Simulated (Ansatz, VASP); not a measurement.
# SiTe in two plane-wave programs

Aim: how closely do two programs agree when they are given the same cell, functional and k mesh? The cell is generated by rule, not measured, and may not be a known phase. The cell is taken from a series of runs on this material, whose earlier steps may have relaxed, scaled, displaced or heated it; both programs get it as it stands.

Calculated with Ansatz 0.2.0; plane waves, with VASP 6.6.1 beside it; single point at LDA.

## (1) The structure

The structure is cubic, space group F-43m (No. 216). The conventional cell has a = 6.694 Å, b = 6.694 Å, c = 6.694 Å, α = 90.00°, β = 90.00°, γ = 90.00°. Nearest to Si lie 4 Te at 2.90 Å. Nearest to Te lie 4 Si at 2.90 Å. Farther neighbours and most contacts between anions are not listed.

## (2) Ansatz: single point, LDA, pair 1

Ansatz runs on norm-conserving files, of PseudoDojo where its log says so.

With cell and atoms fixed, the geometry can't cause a difference; cores, projectors, grids and the points listed under the comparison can.

File input.yaml:

```yaml
crystal:
  lattice:
    - [0.0, 3.34681, 3.34681]
    - [3.34681, 0.0, 3.34681]
    - [3.34681, 3.34681, 0.0]
  atoms:
    - { symbol: Si, position: [0.0, 0.0, 0.0] }
    - { symbol: Te, position: [0.75, 0.75, 0.75] }
kpoints:
  mp_grid: { grid: [6, 6, 6] }
hamiltonian:
  xc: lda
  pseudopotentials: { kind: nc }
scf:
  occupations: { method: gaussian, width: 0.1 }
output:
  forces: true
  stress: true
  eigenvalues: true
```

On the command line:

```sh
> ansatz run input.yaml --threads 4 --pin off --max-ram 7168MiB --backend cpu --events-out ev --progress --plain --runs-dir out
```

The program printed:

```text
Engine: ansatz 0.2.0, aarch64-unknown-linux-gnu
Pseudopotentials: kind: nc
Pseudopotential: Si, nc, valence charge 4, recommended cutoff 435.38218 eV (normal), Si.nc.azcp (PseudoDojo's, or run here from an input of PseudoDojo's: the run reads no file of this project's for it)
Pseudopotential: Te, nc, valence charge 16, recommended cutoff 1120 eV (normal), Te.nc.azcp (PseudoDojo's, or run here from an input of PseudoDojo's: the run reads no file of this project's for it)
Functional definition: SPW92
  exchange = slater_x
  correlation = pw_c
Crystal: 2 atoms, lattice volume = 74.976 Å³
Basis set: ecut = 1120 eV, 6375 PW (Γ)
Bands: 14, of which v1, the nominal top of the filled ones, is band 10 counted from 1 (9 counted from 0)
Symmetry: 24 space group operations
Space group: F-43m (ITA 216), of the structure as read, at distance tolerance 4.2e-5 Å
k-points: 16 of 216 (time reversal used)
Non-local potential: Si, projectors of the file, l = 0: 2, l = 1: 2, l = 2: 2
Non-local potential: Te, projectors of the file, l = 0: 3, l = 1: 2, l = 2: 2, l = 3: 2
Initial density: superposition of atomic densities (chi_scale 0.1, normalization cell, long waves kept (reshape's long-wave potential 0.00 eV rms))
Initial wavefunctions: pseudopotential atomic-orbital guess
Functional: x = slater, c = lda
SCF iter   1: F=—  HF=-2959.897808 eV  |F-HF|=—  |Δ(HF+E_count)|=         —  Δρ=1.29e-2  dr2=1.26e-1  ethr=3.10e-3  ⟨swp⟩=6.3  Hψ=1397  notcnv=0
preconditioner: auto → Kerker (q_TF=auto, 2.189 Å⁻¹)  [metal: Δε(μ)=0.017 eV  Ē_g=8.104 eV  σ=0.100 eV  W_gap=0.09  n_scr=14 (ndim 8)  ℏωp=13.6 eV  f_vac=0.036  D(μ)=0.96/eV (n_scr^D=0)]
SCF iter   2: F=—  HF=-2959.880324 eV  |F-HF|=—  |Δ(HF+E_count)|=   1.75e-2  Δρ=8.33e-3  dr2=5.69e-2  ethr=6.30e-4  ⟨swp⟩=1.2  Hψ=358  notcnv=0
SCF iter   3: F=—  HF=-2959.865218 eV  |F-HF|=—  |Δ(HF+E_count)|=   1.51e-2  Δρ=1.20e-3  dr2=1.84e-3  ethr=2.84e-4  ⟨swp⟩=1.9  Hψ=291  notcnv=0
SCF iter   4: F=—  HF=-2959.865408 eV  |F-HF|=—  |Δ(HF+E_count)|=   1.91e-4  Δρ=4.10e-4  dr2=3.67e-4  ethr=9.21e-6  ⟨swp⟩=1.8  Hψ=293  notcnv=0
SCF iter   5: F=—  HF=-2959.865477 eV  |F-HF|=—  |Δ(HF+E_count)|=   6.88e-5  Δρ=1.17e-4  dr2=1.05e-5  ethr=1.83e-6  ⟨swp⟩=2.1  Hψ=276  notcnv=0
SCF iter   6: F=—  HF=-2959.865454 eV  |F-HF|=—  |Δ(HF+E_count)|=   2.31e-5  Δρ=2.99e-5  dr2=6.36e-7  ethr=5.24e-8  ⟨swp⟩=2.4  Hψ=333  notcnv=0
SCF iter   7: F=—  HF=-2959.865454 eV  |F-HF|=—  |Δ(HF+E_count)|=   2.69e-7  Δρ=1.33e-5  dr2=1.29e-7  ethr=5.00e-10  ⟨swp⟩=7.4  Hψ=1242  notcnv=0
SCF iter   8: F=-2959.865454 eV  HF=-2959.865454 eV  |F-HF|=2.17e-9  |Δ(HF+E_count)|=   1.66e-8  Δρ=4.27e-6  dr2=1.56e-8  ethr=5.00e-10  ⟨swp⟩=4.4  Hψ=784  notcnv=0
SCF 1 converged in 8 iterations: F = -2959.865454 eV  dr2 = 1.56e-8
SCF converged after 8 iterations
Free energy (F): -2959.865454 eV
Harris-Foulkes:  -2959.865454 eV  (|F-HF|=2.17e-9)
Internal energy: -2959.860685 eV  (E = F + TS)
E sigma→0 (E₀):  -2959.863070 eV
Entropy (-TS):   -0.004769 eV (-2.385 meV/atom)
Fermi energy:    4.660821 eV
--- Per-component energies (eV) ---
  E_band       = -328.635936
  E_kinetic    = 1579.559741
  E_local      = -2554.752882  (includes V_loc(G=0)·N_el)
  E_nonlocal   = -766.953842
  E_hartree    = 930.747839
  E_xc         = -696.658358
  E_vxc        = -447.983241  (∫ρ·V_xc dr)
  E_ewald      = -1451.803183
  E_smearing   = -0.004769  (= −TS)
  E_closure    = 0.000000  (closes the sum)
  Σ components = -2959.865454   (vs F -2959.865454, Δ=0.00e0)
--- Forces (eV/Å), atoms counted from 1 ---
  atom   1  Si     0.00000000    -0.00000000    -0.00000000
  atom   2  Te    -0.00000000     0.00000000     0.00000000
  max |Σ_I F_I| component: 1.48e-16 eV/Å
--- Stress (GPa, compression-positive) ---
       -3.346433      -0.000000      -0.000000
       -0.000000      -3.346433       0.000000
       -0.000000       0.000000      -3.346433
  P = ⅓ Tr σ = -3.3464 GPa (-33.464 kbar)
--- Band table (eV; the first three rows and the last of 16) ---
  k-point 0: bands = [... 6 lower, -0.1058, 2.4896, 2.4896, 2.4896, 5.3371, 5.3371, 5.3371, 8.8794]
  k-point 1: bands = [... 6 lower, -0.9185, 2.2913, 2.2913, 2.7102, 5.6582, 5.6582, 5.7544, 9.6997]
  k-point 2: bands = [... 6 lower, -2.1326, 1.9843, 1.9843, 2.5813, 6.1088, 6.1088, 7.2677, 10.3189]
  k-point 15: bands = [... 6 lower, -3.0599, 0.7766, 0.8977, 4.6684, 5.3338, 7.5752, 7.7864, 10.4461]
```

Reading the cycles: dr2 is the Hartree energy of the density residual (eV), the measure of convergence; HF is the Harris–Foulkes estimate of the energy, which meets the free energy F at convergence.

The run ends at a pressure of -3.35 GPa.

## (3) VASP: single point, LDA, pair 1

The same cell, functional (in two slightly different forms), mesh and smearing now go to VASP, with its own data sets.

Lines of VASP's logs that name or quote its potential files are left out, and so is its time.

File INCAR:

```
SYSTEM = SiTe
PREC = Accurate
ENCUT = 500
EDIFF = 1E-06
NELM = 120
ISMEAR = 0
SIGMA = 0.1
LREAL = .FALSE.
ALGO = Normal
GGA = PW92
NBANDS = 11
LORBIT = 11
LWAVE = .FALSE.
LCHARG = .FALSE.
ISIF = 2
LASPH = .TRUE.
GGA_COMPAT = .FALSE.
KPAR = 2
```

File POSCAR:

```
SiTe
1.0
    0.0000000000      3.3468100000      3.3468100000
    3.3468100000      0.0000000000      3.3468100000
    3.3468100000      3.3468100000      0.0000000000
Si Te
1 1
Direct
    0.0000000000      0.0000000000      0.0000000000
    0.7500000000      0.7500000000      0.7500000000
```

File KPOINTS:

```
Automatic mesh
0
Gamma
6 6 6
0 0 0
```

The projector-augmented-wave data sets are Si and Te (LDA family, release 64).

On the command line:

```sh
> mpirun -np 2 vasp_std
```

The program printed:

```text
[banner, memory and clock lines left out]
running    2 mpi-ranks, on    1 nodes
 distrk:  each k-point on    1 cores,    2 groups
 distr:  one band on    1 cores,    1 groups

 POSCAR found type information on POSCAR SiTe
 POSCAR found :  2 types and       2 ions
|                                                                             |
|               ----> ADVICE to this user running VASP <----                  |
|                                                                             |
|     You enforced a specific xc type in the INCAR file but a different       |
|     [... a line on the potential file left out ...]
|     I HOPE YOU KNOW WHAT YOU ARE DOING!                                     |
|                                                                             |

 LDA part: xc-table for (Slater(with rela. corr.)+PW92), standard interpolation
 POSCAR, INCAR and KPOINTS ok, starting setup
 FFT: planning ... GRIDC
 FFT: planning ... GRID_SOFT
 FFT: planning ... GRID
 WAVECAR not read
 entering main loop
       N       E                     dE             d eps       ncg     rms          rms(c)
DAV:   1     0.242075592650E+02    0.24208E+02   -0.35036E+03   352   0.649E+02
DAV:   2    -0.670503399349E+01   -0.30913E+02   -0.29899E+02   483   0.980E+01
DAV:   3    -0.842049329700E+01   -0.17155E+01   -0.17103E+01   460   0.239E+01
DAV:   4    -0.844816866010E+01   -0.27675E-01   -0.27672E-01   396   0.367E+00
DAV:   5    -0.844907064153E+01   -0.90198E-03   -0.90198E-03   439   0.634E-01    0.637E+00
DAV:   6    -0.841701371259E+01    0.32057E-01   -0.57487E-02   376   0.869E-01    0.417E+00
DAV:   7    -0.840582622565E+01    0.11187E-01   -0.19154E-02   385   0.706E-01    0.160E-01
DAV:   8    -0.840582561844E+01    0.60720E-06   -0.86854E-04   400   0.171E-01    0.121E-01
DAV:   9    -0.840585300108E+01   -0.27383E-04   -0.12159E-04   376   0.653E-02    0.577E-02
DAV:  10    -0.840584995678E+01    0.30443E-05   -0.43280E-06   403   0.145E-02    0.289E-02
DAV:  11    -0.840585133331E+01   -0.13765E-05   -0.37394E-06   373   0.910E-03    0.216E-02
DAV:  12    -0.840585118283E+01    0.15048E-06   -0.28101E-07   191   0.268E-03
   1 F= -.84058512E+01 E0= -.84034661E+01  d E =-.477011E-02
```

OUTCAR, selected parts (step 3):

```text
ion  position               nearest neighbor table
   1  0.000  0.000  0.000-   2 2.90   2 2.90   2 2.90   2 2.90
   2  0.750  0.750  0.750-   1 2.90   1 2.90   1 2.90   1 2.90

  LATTYP: Found a face centered cubic cell.
 ALAT       =     6.6936200000

 Subroutine GETGRP returns: Found 24 space group operations
 (whereof 24 operations were pure point group operations)

The static configuration has the point symmetry T_d .

 Found     16 irreducible k-points:

   k-points           NKPTS =     16   k-points in BZ     NKDIM =     16   number of bands    NBANDS=     11

   dimension x,y,z NGX =    36 NGY =   36 NGZ =   36
   dimension x,y,z NGXF=    72 NGYF=   72 NGZF=   72

   ENCUT  =  500.0 eV  36.75 Ry    6.06 a.u.   8.63  8.63  8.63*2*pi/ulx,y,z

   NELECT =      10.0000    total number of electrons

 k-points in reciprocal lattice and weights: Automatic mesh
   0.00000000  0.00000000  0.00000000       0.005
   0.16666667  0.00000000  0.00000000       0.037
   0.33333333  0.00000000  0.00000000       0.037
   0.50000000  0.00000000  0.00000000       0.019
   0.16666667  0.16666667  0.00000000       0.028
   0.33333333  0.16666667  0.00000000       0.111
   0.50000000  0.16666667  0.00000000       0.111
  -0.33333333  0.16666667  0.00000000       0.111
  -0.16666667  0.16666667  0.00000000       0.056
[...]
-0.33333333  0.33333333  0.16666667       0.111
  -0.33333333  0.50000000  0.16666667       0.056

 average (electrostatic) potential at core
       1 -88.6809       2 -92.2252

 E-fermi :   3.2627

 k-point     1 :       0.0000    0.0000    0.0000
  band No.  band energies     occupation
      1      -8.9530      2.00000
      2      -1.4761      2.00000
      3       1.0885      2.00000
      4       1.0885      2.00000
      5       1.0885      2.00000
      6       3.9285      0.00000
      7       3.9285      0.00000
      8       3.9285      0.00000
      9       7.4804      0.00000
     10       9.5501      0.00000
    ...

 k-point     2 :       0.1667    0.0000    0.0000
  band No.  band energies     occupation
      1      -8.8058      2.00000
      2      -2.2984      2.00000
      3       0.8895      2.00000
      4       0.8895      2.00000
      5       1.3142      2.00000
      6       4.2501      0.00000
      7       4.2501      0.00000
      8       4.3504      0.00000
      9       8.2992      0.00000
     10       9.0717      0.00000
    ...

 k-point     3 :       0.3333    0.0000    0.0000
  band No.  band energies     occupation
      1      -8.4558      2.00000
      2      -3.5226      2.00000
      3       0.5818      2.00000
      4       0.5818      2.00000
      5       1.1866      2.00000
      6       4.7005      0.00000
      7       4.7005      0.00000
      8       5.8705      0.00000
      9       8.9090      0.00000
     10       9.2762      0.00000
    ...

  Total       -1.5355864     -1.5355864     -1.5355864      0.0000000      0.0000000      0.0000000
  in kB      -32.8141881    -32.8141881    -32.8141881      0.0000000      0.0000000      0.0000000
  external PRESSURE =     -32.8141881 kB  Pullay stress =       0.0000000 kB

  energy-cutoff  :      500.00
  volume of cell :       74.98
      direct lattice vectors                 reciprocal lattice vectors
     0.000000000  3.346810000  3.346810000    -0.149395992  0.149395992  0.149395992
     3.346810000  0.000000000  3.346810000     0.149395992 -0.149395992  0.149395992
     3.346810000  3.346810000  0.000000000     0.149395992  0.149395992 -0.149395992

 POSITION                                       TOTAL-FORCE (eV/Angst)
 -----------------------------------------------------------------------------------
      0.00000      0.00000      0.00000         0.000000      0.000000     -0.000000
      5.02022      5.02022      5.02022        -0.000000     -0.000000      0.000000
 -----------------------------------------------------------------------------------
    total drift:                               -0.000000     -0.000000     -0.000000

  FREE ENERGIE OF THE ION-ELECTRON SYSTEM (eV)
  ---------------------------------------------------
  free  energy   TOTEN  =        -8.4058511828 eV

  energy  without entropy=       -8.4010810715  energy(sigma->0) =       -8.40346613

 total charge
# of ion       s       p       d       tot
------------------------------------------
    1        0.983   0.539   0.000   1.522
    2        1.415   1.897   0.029   3.341
--------------------------------------------------
tot          2.398   2.436   0.029   4.863

[... 3 further parts left out ...]
```

The run ends at a pressure of -3.28 GPa.

## (4) Comparison

Known differences besides the potentials themselves: the data sets hold 20 valence electrons in Ansatz (on norm-conserving files, of PseudoDojo where its log says so) and 10 in VASP; the cutoff is 1120 eV in Ansatz and 500 eV in VASP; VASP's log shows a relativistic correction to its local exchange, Ansatz's none. Total energies have different zeros and are not compared.

Both answers:

```
      quantity  Ansatz   VASP  difference
pressure (GPa)   -3.35  -3.28       -0.07
```

## (5) VASP: single point, LDA, pair 2

With cell and atoms fixed, the geometry can't cause a difference; cores, projectors, grids and the points listed under the comparison can. This pair takes another cell of the material, with 4 atoms against 2 for the pair before.

INCAR, as its differences from that of step 3:

```diff
@@ -5,4 +5,4 @@
 NELM = 120
-ISMEAR = 0
-SIGMA = 0.1
+ISMEAR = 1
+SIGMA = 0.15
 LREAL = .FALSE.
@@ -10,3 +10,3 @@
 GGA = PW92
-NBANDS = 11
+NBANDS = 16
 LORBIT = 11
```

File POSCAR:

```
SiTe
1.0
    0.0000000000     -3.1888223209     -3.1888223209
    0.0000000000      3.1888223209     -3.1888223209
    6.3776446417      0.0000000000      0.0000000000
Si Te
2 2
Direct
    0.4871257280      0.4871257280      0.5000000000
    0.0128742720      0.0128742720      0.0000000000
    0.9780483222      0.5219516778      0.2500000000
    0.5219516778      0.9780483222      0.7500000000
```

File KPOINTS:

```
Automatic mesh
0
Gamma
8 8 6
0 0 0
```

On the command line:

```sh
> mpirun -np 2 vasp_std
```

The program printed:

```text
[banner, memory and clock lines left out]
running    2 mpi-ranks, on    1 nodes
[...]
[... a notice as in an earlier step ...]

 LDA part: xc-table for (Slater(with rela. corr.)+PW92), standard interpolation
 POSCAR, INCAR and KPOINTS ok, starting setup
[...]
entering main loop
       N       E                     dE             d eps       ncg     rms          rms(c)
DAV:   1     0.642198964278E+02    0.64220E+02   -0.70337E+03  2688   0.939E+02
DAV:   2    -0.122598932966E+02   -0.76480E+02   -0.74236E+02  3696   0.139E+02
DAV:   3    -0.170531477750E+02   -0.47933E+01   -0.47392E+01  3656   0.373E+01
DAV:   4    -0.171521084090E+02   -0.98961E-01   -0.98943E-01  3832   0.608E+00
[...]
DAV:   9    -0.170636752288E+02   -0.64223E-05   -0.94127E-05  4080   0.561E-02    0.457E-02
DAV:  10    -0.170636783547E+02   -0.31259E-05   -0.71657E-06  2936   0.137E-02    0.560E-03
DAV:  11    -0.170636779151E+02    0.43959E-06   -0.10620E-06  1432   0.580E-03
   1 F= -.17063678E+02 E0= -.17063868E+02  d E =0.570817E-03
```

OUTCAR, selected parts (step 5):

```text
  Total        0.1216037      0.3297762      0.0635806      0.0000000      0.0000000      0.0000000
  in kB        1.5021268      4.0736046      0.7853883      0.0000000      0.0000000      0.0000000
  external PRESSURE =       2.1203732 kB  Pullay stress =       0.0000000 kB

 POSITION                                       TOTAL-FORCE (eV/Angst)
 -----------------------------------------------------------------------------------
      3.18882      0.00000     -3.10671         0.000000      0.000000     -0.009994
      0.00000      0.00000     -0.08211         0.000000      0.000000      0.009994
      1.59441     -1.45441     -4.78323         0.000000      0.147390      0.000000
      4.78323      1.45441     -4.78323        -0.000000     -0.147390      0.000000
 -----------------------------------------------------------------------------------
    total drift:                                0.000000     -0.000000     -0.000000

  FREE ENERGIE OF THE ION-ELECTRON SYSTEM (eV)
  ---------------------------------------------------
  free  energy   TOTEN  =       -17.0636779151 eV

  energy  without entropy=      -17.0642487323  energy(sigma->0) =      -17.06386819

[... 3 further parts left out ...]
[key lines of the parts left out:]
E-fermi :   4.6076
```

The run ends at a pressure of 0.21 GPa, with forces up to 0.15 eV/Å.

## (6) Ansatz: single point, LDA, pair 2

The same cell, functional (in two slightly different forms), mesh and smearing now go to Ansatz, which takes its cutoff from its data sets.

The cell is taken from a series of runs on this material, whose earlier steps may have relaxed, scaled, displaced or heated it; both programs get it as it stands.

File input.yaml:

```yaml
crystal:
  lattice:
    - [0.0, -3.1888223209, -3.1888223209]
    - [0.0, 3.1888223209, -3.1888223209]
    - [6.3776446417, 0.0, 0.0]
  atoms:
    - { symbol: Si, position: [0.487125728, 0.487125728, 0.5] }
    - { symbol: Si, position: [0.012874272, 0.012874272, 0.0] }
    - { symbol: Te, position: [-0.0219516778, 0.5219516778, 0.25] }
    - { symbol: Te, position: [0.5219516778, -0.0219516778, 0.75] }
kpoints:
  mp_grid: { grid: [8, 8, 6] }
hamiltonian:
  xc: lda
  pseudopotentials: { kind: nc }
scf:
  occupations: { method: methfessel_paxton, width: 0.15 }
output:
  forces: true
  stress: true
  eigenvalues: true
```

On the command line:

```sh
> ansatz run input.yaml --threads 4 --pin off --max-ram 7168MiB --backend cpu --events-out ev --progress --plain --runs-dir out
```

The program printed:

```text
[...]
Crystal: 4 atoms, lattice volume = 129.703 Å³
Basis set: ecut = 1120 eV, 11091 PW (Γ)
Bands: 24, of which v1, the nominal top of the filled ones, is band 20 counted from 1 (19 counted from 0)
Symmetry: 4 space group operations
[...]
k-points: 84 of 384 (time reversal used)
[...]
P = ⅓ Tr σ = 0.0980 GPa (0.980 kbar)
--- Band table (eV; the first three rows and the last of 84) ---
  k-point 0: bands = [... 16 lower, 3.7036, 3.7346, 3.7582, 5.2321, 5.7709, 6.7838, 6.7844, 6.8543]
  k-point 1: bands = [... 16 lower, 3.5190, 3.5396, 4.2988, 5.2586, 5.8689, 6.6120, 7.0660, 7.1582]
  k-point 2: bands = [... 16 lower, 3.1167, 3.1206, 5.0909, 5.3380, 6.0908, 6.2997, 7.7681, 7.8544]
  k-point 83: bands = [... 16 lower, 1.7649, 1.7649, 6.8391, 6.8391, 7.6363, 7.6363, 8.5011, 8.5011]
[key lines of the parts left out:]
SCF converged after 8 iterations
Free energy (F): -5919.992932 eV
Fermi energy:    6.221570 eV
```

The run ends at a pressure of 0.10 GPa, with forces up to 0.15 eV/Å.

## (7) Comparison

What differs besides the data sets and the points named for the pairs above, as far as they apply: the data sets hold 40 valence electrons in Ansatz (on norm-conserving files, of PseudoDojo where its log says so) and 20 in VASP. Total energies have different zeros and are not compared.

The two programs side by side:

```
      quantity  Ansatz  VASP  difference
pressure (GPa)    0.10  0.21       -0.11
```

Forces (eV/Å; atoms numbered as in POSCAR):

```
atom        Ansatz x, y, z          VASP x, y, z
 Si1  0.000, 0.000, -0.013  0.000, 0.000, -0.010
 Si2   0.000, 0.000, 0.013   0.000, 0.000, 0.010
 Te3   0.000, 0.145, 0.000   0.000, 0.147, 0.000
 Te4  0.000, -0.145, 0.000  0.000, -0.147, 0.000
```

The forces differ by 1.6 meV/Å r.m.s., which is 2.6 % of the r.m.s. force of 0.060 eV/Å (both taken over all components).

[end of part 1 of 2]

[Lines on the potential files, build, host, timing and source positions are cut from VASP's logs without a mark.]

[Logs are printed without paths, hosts, clocks, repeated set-up lines and the standing remarks that a program may print on its own settings, such as how far it seeks lower states.]

[Hosts, paths, dates, database ids (printed as entryN), source tags and the programs' standing remarks are cut or masked in the printed files.]
